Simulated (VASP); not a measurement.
A convergence study with VASP on TiAl (L1_0): one setting is varied, all else stays as given below, so the limit is that of these other settings.

```
CELL_PARAMETERS angstrom
      2.83000     0.00000     0.00000
      0.00000     2.83000     0.00000
      0.00000     0.00000     4.07000
ATOMIC_POSITIONS crystal
  Ti 0.00000 0.00000 0.00000
  Al 0.50000 0.50000 0.50000
```

These are PBE GGA, VASP's PBE PAW potentials (set 64) (plane waves; VASP) values and carry that method's errors. The tightest run used: 550 eV cut-off, 22×22×16 Γ-centred mesh, first-order Methfessel-Paxton smearing of 0.10 eV, potentials Ti_sv Al.

The reference is 22×22×16 mesh, which took about 2 core-minutes. Costs are core time on shared hosts, one run each; read them as rough ratios.

Task: Of the settings 1×1×1 mesh; 2×2×1 mesh; 3×3×2 mesh; 4×4×3 mesh; 5×5×4 mesh; 6×6×4 mesh; 7×7×5 mesh; 8×8×6 mesh; 9×9×6 mesh; 10×10×7 mesh; 11×11×8 mesh; 12×12×9 mesh; 13×13×9 mesh; 14×14×10 mesh; 15×15×11 mesh; 16×16×11 mesh; 17×17×12 mesh; 18×18×13 mesh; 19×19×14 mesh; 20×20×14 mesh; 21×21×15 mesh; 22×22×16 mesh, which is the lowest that keeps the difference from the reference in the stress, largest component (GPa) within 0.5 from there on, and what does it cost?

Result: 6×6×4 mesh; its cost over the reference is about 1/20.
| setting | difference in the stress, largest component (GPa) | cost over the reference |
|---|---|---|
| 1×1×1 mesh | 117.15 | about 1/30 |
| 2×2×1 mesh | 5.47 | about 1/20 |
| 3×3×2 mesh | 3.16 | about 1/30 |
| 4×4×3 mesh | 1.90 | about 1/20 |
| 5×5×4 mesh | 0.91 | about 1/20 |
| 6×6×4 mesh | 0.34 | about 1/20 |
| 7×7×5 mesh | 0.30 | about 1/10 |
| 8×8×6 mesh | 0.20 | about 1/8 |
| 9×9×6 mesh | 0.30 | about 1/7 |
| 10×10×7 mesh | 0.32 | about 1/8 |
| 11×11×8 mesh | 0.11 | about 1/4 |
| 12×12×9 mesh | 0.22 | about 1/4 |
| 13×13×9 mesh | 0.23 | about 1/4 |
| 14×14×10 mesh | 0.12 | about 1/4 |
| 15×15×11 mesh | 0.04 | about 1/2 |
| 16×16×11 mesh | 0.12 | within a factor of 2 |
| 17×17×12 mesh | 0.15 | within a factor of 2 |
| 18×18×13 mesh | 0.06 | within a factor of 2 |
| 19×19×14 mesh | 0.08 | within a factor of 2 |
| 20×20×14 mesh | 0.02 | within a factor of 2 |
| 21×21×15 mesh | 0.05 | within a factor of 2 |
| 22×22×16 mesh | 0.00 | reference |

Left out are rungs that failed or repeat a setting and relaxations that didn't move; long series are thinned to 24 rows.

The compound is TiAl in the L1_0 structure. The cell was not relaxed at this level. The electron count is odd and the run is not spin-polarised, which forces a metal.
